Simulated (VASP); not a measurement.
# BeCd2S3 in VASP: further runs, part 2 of 2

VASP 6.6.1. Earlier steps stand in the parts before.

## (3) Relaxation of cell and atoms, PBE

This run uses another cell than the first one, of 22.34 Å³/atom, 1.056 times its volume.

Contents of INCAR:

```
SYSTEM = BeCd2S3
ALGO = Fast
EDIFF = 1E-4
EDIFFG = -0.08
ENCUT = 520
GGA = PE
IBRION = 2
ISIF = 3
ISMEAR = 0
LASPH = .True.
LCHARG = .False.
LREAL = .False.
LWAVE = .False.
NELM = 60
NSW = 24
PREC = Normal
SIGMA = 0.15
```

Contents of KPOINTS:

```
k-points
0
Gamma
  3 3 3
  0 0 0
```

Contents of POSCAR:

```
BeCd2S3
1.0
    5.6976733400      0.0000000000      0.0000000000
   -2.8488366700      4.9343298600      0.0000000000
    0.0000000000      0.0000000000      4.7676537000
Be Cd S
1 2 3
Direct
    0.0000000000      0.0000000000      0.0000000000
    0.6666666700      0.3333333300      0.0000000000
    0.3333333300      0.6666666700      0.0000000000
    0.5000000000      0.5000000000      0.5000000000
    0.5000000000      0.0000000000      0.5000000000
    0.0000000000      0.5000000000      0.5000000000
```

Potentials or basis: VASP PAW PBE potentials, release 64 (Be, Cd, S).

Command:

```bash
> cat potpaw_PBE.64/Be/POTCAR potpaw_PBE.64/Cd/POTCAR potpaw_PBE.64/S/POTCAR > POTCAR
> mpirun -np 1 vasp_std > vasp.out
```

OUTCAR:

```text
SYSTEM = BeCd2S3
   EDIFF = 1E-4
   EDIFFG = -0.08
   ENCUT = 520
   GGA = PE
   IBRION = 2
   ISIF = 3
   ISMEAR = 0
   LASPH = .True.
   LREAL = .False.
   NELM = 60
   NSW = 24
   PREC = Normal

 ion  position               nearest neighbor table
   1  0.000  0.000  0.000-
   2  0.667  0.333  0.000-   6 2.90   6 2.90   5 2.90   5 2.90   4 2.90   4 2.90   3 3.29   3 3.29
                             3 3.29
   3  0.333  0.667  0.000-   6 2.90   6 2.90   5 2.90   5 2.90   4 2.90   4 2.90   2 3.29   2 3.29
                             2 3.29
   4  0.500  0.500  0.500-   2 2.90   3 2.90   2 2.90   3 2.90
   5  0.500  0.000  0.500-   2 2.90   3 2.90   2 2.90   3 2.90
   6  0.000  0.500  0.500-   2 2.90   3 2.90   2 2.90   3 2.90

  LATTYP: Found a hexagonal cell.
 ALAT       =     5.6976733400
 C/A-ratio  =     0.8367720323

  Lattice vectors:

 A1 = (   5.6976733400,   0.0000000000,   0.0000000000)
 A2 = (  -2.8488366700,   4.9343298600,   0.0000000000)
 A3 = (   0.0000000000,   0.0000000000,   4.7676537000)

Analysis of symmetry for initial positions (statically):
=====================================================================
 Subroutine PRICEL returns:
 Original cell was already a primitive cell.

 Routine SETGRP: Setting up the symmetry group for a
 hexagonal supercell.

 Subroutine GETGRP returns: Found 24 space group operations
 (whereof 24 operations were pure point group operations)
 out of a pool of 24 trial point group operations.

The static configuration has the point symmetry D_6h.

Analysis of symmetry for dynamics (positions and initial velocities):
=====================================================================
 Subroutine PRICEL returns:
 Original cell was already a primitive cell.

 Routine SETGRP: Setting up the symmetry group for a
 hexagonal supercell.

 Subroutine GETGRP returns: Found 24 space group operations
 (whereof 24 operations were pure point group operations)
 out of a pool of 24 trial point group operations.

The dynamic configuration has the point symmetry D_6h.

 Subroutine INISYM returns: Found 24 space group operations
 (whereof 24 operations are pure point group operations),
 and found     1 'primitive' translations

----------------------------------------------------------------------------------------

                                     Primitive cell

  volume of cell :     134.0388

  direct lattice vectors                    reciprocal lattice vectors
     5.697673340  0.000000000  0.000000000     0.175510237  0.101330883  0.000000000
    -2.848836670  4.934329860  0.000000000     0.000000000  0.202661765  0.000000000
     0.000000000  0.000000000  4.767653700     0.000000000  0.000000000  0.209746778

  length of vectors
     5.697673340  5.697673344  4.767653700     0.202661765  0.202661765  0.209746778

  position of ions in fractional coordinates (direct lattice)
     0.000000000  0.000000000  0.000000000
     0.666666670  0.333333330  0.000000000
     0.333333330  0.666666670  0.000000000
     0.500000000  0.500000000  0.500000000
     0.500000000  0.000000000  0.500000000
     1.000000000  0.500000000  0.500000000

  ion indices of the primitive-cell ions
   primitive index   ion index
                 1           1
                 2           2
                 3           3
                 4           4
                 5           5
[... 32 lines left out ...]
  0.333333  0.333333  0.000000      2.000000
  0.000000  0.000000  0.333333      2.000000
  0.333333  0.000000  0.333333     12.000000
  0.333333  0.333333  0.333333      4.000000
   k-points           NKPTS =      6   k-points in BZ     NKDIM =      6   number of bands    NBANDS=     26
   number of dos      NEDOS =    301   number of ions     NIONS =      6
   total plane-waves  NPLWV =  28672
   dimension x,y,z NGX =    32 NGY =   32 NGZ =   28
   dimension x,y,z NGXF=    64 NGYF=   64 NGZF=   56
   ions per type =               1   2   3
   NGX,Y,Z   is equivalent  to a cutoff of   9.34,  9.34,  9.76 a.u.
   NGXF,Y,Z  is equivalent  to a cutoff of  18.67, 18.67, 19.53 a.u.
 SYSTEM =  BeCd2S3
   PREC   = normal    normal or accurate (medium, high low for compatibility)
   ISTART =      0    job   : 0-new  1-cont  2-samecut
   ICHARG =      2    charge: 1-file 2-atom 10-const
   ISPIN  =      1    spin polarized calculation?
   LNONCOLLINEAR =      F non collinear calculations
   LSORBIT =      F    spin-orbit coupling
   LASPH  =      T    aspherical Exc in radial PAW
   ENCUT  =  520.0 eV  38.22 Ry    6.18 a.u.  10.59 10.59  8.86*2*pi/ulx,y,z
   NELM   =     60;   NELMIN=  2; NELMDL= -5     # of ELM steps
   EDIFF  = 0.1E-03   stopping-criterion for ELM
   LREAL  =      F    real-space projection
   EDIFFG = -.8E-01   stopping-criterion for IOM
   NSW    =     24    number of steps for IOM
   IBRION =      2    ionic relax: 0-MD 1-quasi-New 2-CG
   NFREE  =      1    steps in history (QN), initial steepest desc. (CG)
   ISIF   =      3    stress and relaxation
   ISYM   =      2    0-nonsym 1-usesym 2-fastsym
   POTIM  = 0.5000    time-step for ionic-motion
   TEBEG  =    0.0;   TEEND  =   0.0 temperature during run
   PSTRESS=    0.0 pullay stress
   NELECT =      44.0000    total number of electrons
   NUPDOWN=      -1.0000    fix difference up-down
   EMIN   =  10.00;   EMAX   =-10.00  energy-range for DOS
   EFERMI =   0.00;   METHOD = LEGACY
   ISMEAR =     0;   SIGMA  =   0.15  broadening in eV -4-tet -1-fermi 0-gaus
   EFERMI_NEDOS =   21; number of points for ismear=-14 and -15
   IALGO  =     68    algorithm
   IMIX   =      4    mixing-type and parameters
     AMIX     =   0.40;   BMIX     =  1.00
     AMIX_MAG =   1.60;   BMIX_MAG =  1.00
  volume/ion in A,a.u.               =      22.34       150.76
  Fermi-wavevector in a.u.,A,eV,Ry     =   1.129316  2.134098 17.352261  1.275355
  Thomas-Fermi vector in A             =   2.266009
   LORBIT       =      0    0 simple, 1 ext, 2 COOP (PROOUT), +10 PAW based schemes
   GGA     = PE    functional components
   LHFCALC =     F    Hartree Fock is set to
   AEXX    =    0.0000 exact exchange contribution
   IVDW    =     0    specifies the selected vdW correction
   LEPSILON=     F    determine dielectric tensor
   LRPA    =     F    only Hartree local field effects (RPA)
 conjugate gradient relaxation of ions
 non-spin polarized calculation
 RMM-DIIS sequential band-by-band and
 Gauss-broadening in eV      SIGMA  =   0.15
  energy-cutoff  :      520.00
  volume of cell :      134.04
 maximum number of plane-waves:      3641
   NGX = 21   NGY = 21   NGZ = 17

--------------------------------------- Ionic step        1  -------------------------------------------

 number of electron      44.0000031 magnetization

 Free energy of the ion-electron system (eV)
  ---------------------------------------------------
  ext. energy  EPLUGINS =         0.00000000
  ---------------------------------------------------
  free energy    TOTEN  =       -13.05971113 eV

  energy without entropy =      -13.01458063  energy(sigma->0) =      -13.03714588

------------------------ aborting loop because EDIFF is reached ----------------------------------------

  FORCE on cell =-STRESS in cart. coord.  units (eV):
  Direction    XX          YY          ZZ          XY          YZ          ZX
  --------------------------------------------------------------------------------------
  -------------------------------------------------------------------------------------
  Total       -0.2797476     -0.2797476     -4.3507607      0.0000000      0.0000000      0.0000000
  in kB       -3.3438484     -3.3438484    -52.0050303      0.0000000      0.0000000      0.0000000
  external PRESSURE =     -19.5642423 kB  Pullay stress =       0.0000000 kB
[... 101 lines left out ...]
  FREE ENERGIE OF THE ION-ELECTRON SYSTEM (eV)
  ---------------------------------------------------
  free  energy   TOTEN  =       -13.1697987656 eV

  energy  without entropy=      -13.1305777049  energy(sigma->0) =      -13.15018824

[... ionic steps 4 to 15 ...]

--------------------------------------- Ionic step       16  -------------------------------------------

 number of electron      44.0000200 magnetization

------------------------ aborting loop because EDIFF is reached ----------------------------------------
[... 75 lines left out ...]
--------------------------------------- Ionic step       18  -------------------------------------------

 number of electron      44.0000215 magnetization

 Free energy of the ion-electron system (eV)
  ---------------------------------------------------
  ext. energy  EPLUGINS =         0.00000000
  ---------------------------------------------------
  free energy    TOTEN  =       -15.42784140 eV

  energy without entropy =      -15.38300875  energy(sigma->0) =      -15.40542507

 E-fermi :   1.4624     XC(G=0):  -8.5492

 val. band max:        1.4410920107   @ k =   0.3333   0.3333   0.3333
 cond. band min:       1.5165391158   @ k =   0.3333   0.0000   0.0000
 fundamental gap:      0.0754471052
 Fermi energy:         1.4624463995

 k-point     1 :       0.0000    0.0000    0.0000
  band No.  band energies     occupation
      1     -12.4707      2.00000
      2     -12.0254      2.00000
      3     -12.0254      2.00000
      4      -8.7437      2.00000
      5      -8.6524      2.00000
      6      -7.5528      2.00000
[... 196 lines left out ...]
  FREE ENERGIE OF THE ION-ELECTRON SYSTEM (eV)
  ---------------------------------------------------
  free  energy   TOTEN  =       -15.4278413976 eV

  energy  without entropy=      -15.3830087480  energy(sigma->0) =      -15.40542507

 reached required accuracy - stopping structural energy minimisation
```

It took 3.8 min on 1 thread of Intel Xeon Platinum 8259CL at 2.50GHz (Skylake/Cascade Lake), shared host; peak memory 0.19 GiB.

Results:

- Free energy: -15.4278 eV
- Relaxed volume: 25.47 Å³/atom
- Relaxed cell: a = 8.060 Å, b = 8.060 Å, c = 2.716 Å, α = 90.00°, β = 90.00°, γ = 120.00°
- Space group after relaxing (to 0.05 Å): P6/mmm (No. 191)
- Energy gained by relaxing: 394.7 meV/atom
- Ionic steps: 18
- Pressure after relaxing: 0.1 GPa
- Band gap on the k mesh: none (metal or under the smearing width)

Stress tensor (GPa, compression positive):
```
 0.40  0.00  0.00
 0.00  0.40  0.00
 0.00  0.00 -0.40
```

The path:
```
step  energy change (eV)  largest force (eV/Å)  pressure (GPa)  volume (Å³)
   1              0.0000                0.0000           -1.96       134.04
   2             -0.1010                0.0000            0.20       128.77
   3             -0.1101                0.0000            1.61       125.80
   4             -0.1826                0.0000            2.01       127.64
   5             -0.4462                0.0000            1.47       132.60
   6             -0.6846                0.0000            2.06       139.70
   7             -0.7589                0.0000            2.11       141.40
   8             -1.4046                0.0000            2.94       142.18
   9              2.4932                0.0000           26.97       131.57
  10             -1.7268                0.0000            3.50       141.66
  11             -1.9627                0.0000            8.15       138.21
  12             -2.0992                0.0000            6.68       139.05
  13             -2.3635                0.0000            0.85       151.87
  14             -2.3503                0.0000           -1.20       155.78
  15             -2.3627                0.0000           -0.05       153.20
  16             -2.3632                0.0000           -0.07       152.91
  17             -2.3634                0.0000            0.08       152.39
  18             -2.3681                0.0000            0.13       152.79
```

Final structure:
```cif
data_structure
_symmetry_space_group_name_H-M 'P 1'
_symmetry_Int_Tables_number 1
_cell_length_a 8.0598
_cell_length_b 8.0598
_cell_length_c 2.7159
_cell_angle_alpha 90.000
_cell_angle_beta 90.000
_cell_angle_gamma 120.000
_cell_volume 152.79
loop_
_atom_site_label
_atom_site_type_symbol
_atom_site_fract_x
_atom_site_fract_y
_atom_site_fract_z
_atom_site_occupancy
Be1 Be 0.00000 0.00000 0.00000 1
Cd1 Cd 0.66667 0.33333 0.00000 1
Cd2 Cd 0.33333 0.66667 0.00000 1
S1 S 0.50000 0.50000 0.50000 1
S2 S 0.50000 0.00000 0.50000 1
S3 S 0.00000 0.50000 0.50000 1
```

Caveat: the k mesh is coarse (spacing up to 0.44 Å⁻¹), so the values aren't converged; the relaxation stopped at a loose force limit of 0.08 eV/Å, so its end isn't a converged minimum.

## (4) Relaxation of cell and atoms, PBE

This run uses another cell than the first one, of 25.91 Å³/atom, 1.224 times its volume.

INCAR is that of step 3.

Contents of KPOINTS:

```
k-points
0
Gamma
  3 3 2
  0 0 0
```

Contents of POSCAR:

```
BeCd2S3
1.0
    4.6463331200      0.0000000000      0.0000000000
    0.0000000000      4.6463331200      0.0000000000
    0.0000000000      0.0000000000      7.2002610700
Be Cd S
1 2 3
Direct
    0.5000000000      0.5000000000      0.0000000000
    0.0000000000      0.5000000000      0.0000000000
    0.5000000000      0.0000000000      0.0000000000
    0.0000000000      0.0000000000      0.5000000000
    0.0000000000      0.0000000000      0.8142746500
    0.0000000000      0.0000000000      0.1857253500
```

Command:

```bash
> cat potpaw_PBE.64/Be/POTCAR potpaw_PBE.64/Cd/POTCAR potpaw_PBE.64/S/POTCAR > POTCAR
> mpirun -np 1 vasp_std > vasp.out
```

Wall time 2.7 min (1 thread of Intel Xeon Platinum 8259CL at 2.50GHz (Skylake/Cascade Lake), shared host); peak memory 0.19 GiB.

Results (log left out):

| Property | Result |
| --- | --- |
| Free energy | -14.2281 eV |
| Relaxed volume | 30.72 Å³/atom |
| Relaxed cell | a = 5.119 Å, b = 5.119 Å, c = 7.033 Å, α = 90.00°, β = 90.00°, γ = 90.00° |
| Space group after relaxing (to 0.05 Å) | P4/mmm (No. 123) |
| Energy gained by relaxing | 161.2 meV/atom |
| Ionic steps | 13 |
| Pressure after relaxing | -0.1 GPa |
| Largest force after relaxing | 0.014 eV/Å |
| Band gap on the k mesh | none (metal or under the smearing width) |

Forces in eV/Å, atoms in the order of the input:
```
Be   0.000  0.000  0.000
Cd   0.000  0.000  0.000
Cd   0.000  0.000  0.000
S    0.000  0.000  0.000
S    0.000  0.000 -0.014
S    0.000  0.000  0.014
```

Stress tensor (GPa, compression positive):
```
-0.03  0.00  0.00
 0.00 -0.03  0.00
 0.00  0.00 -0.20
```

Step by step:
| step | energy change (eV) | largest force (eV/Å) | pressure (GPa) | volume (Å³) |
| --- | --- | --- | --- | --- |
| 1 | 0.0000 | 1.7573 | 6.85 | 155.44 |
| 2 | -0.9151 | 0.0158 | 0.15 | 181.38 |
| 3 | -0.9250 | 0.1872 | -0.48 | 185.79 |
| 4 | -0.9253 | 0.1655 | -0.46 | 185.11 |
| 5 | -0.9247 | 0.1166 | -0.26 | 184.18 |
| 6 | -0.9437 | 0.2892 | 0.23 | 182.65 |
| 7 | -0.9460 | 0.3504 | 0.31 | 182.11 |
| 8 | -0.9431 | 0.4772 | 0.72 | 181.02 |
| 9 | -0.9462 | 0.4023 | 0.43 | 181.82 |
| 10 | -0.9590 | 0.2800 | 0.34 | 182.47 |
| 11 | -0.9653 | 0.0656 | 0.20 | 183.50 |
| 12 | -0.9656 | 0.1154 | 0.22 | 183.32 |
| 13 | -0.9675 | 0.0140 | -0.09 | 184.31 |

Final structure:
```xyz
6
Lattice="5.1192 0.0000 0.0000 0.0000 5.1192 0.0000 0.0000 0.0000 7.0332" Properties=species:S:1:pos:R:3 pbc="T T T"
Be    2.5596    2.5596    0.0000
Cd    5.1192    2.5596    0.0000
Cd    2.5596    5.1192    0.0000
S     5.1192    5.1192    3.5166
S     0.0000    0.0000    5.6905
S     0.0000    0.0000    1.3427
```

Levels at points of the mesh, in eV from the Fermi level:
| k point | band 19 | band 20 | band 21 | band 22 | band 23 | band 24 | band 25 | band 26 |
| --- | --- | --- | --- | --- | --- | --- | --- | --- |
| (0.00, 0.00, 0.00) | -1.91 | -1.91 | -1.29 | -1.29 | -0.41 | 0.74 | 0.74 | 0.76 |
| (0.00, 0.00, 0.50) | -3.08 | -0.38 | 0.16 | 0.16 | 0.23 | 0.48 | 0.48 | 1.11 |

Caveat: the k mesh is coarse (spacing up to 0.45 Å⁻¹), so the values aren't converged; the volume moved by over 15 % at a fixed basis, so the end points are rough; the relaxation stopped at a loose force limit of 0.08 eV/Å, so its end isn't a converged minimum.
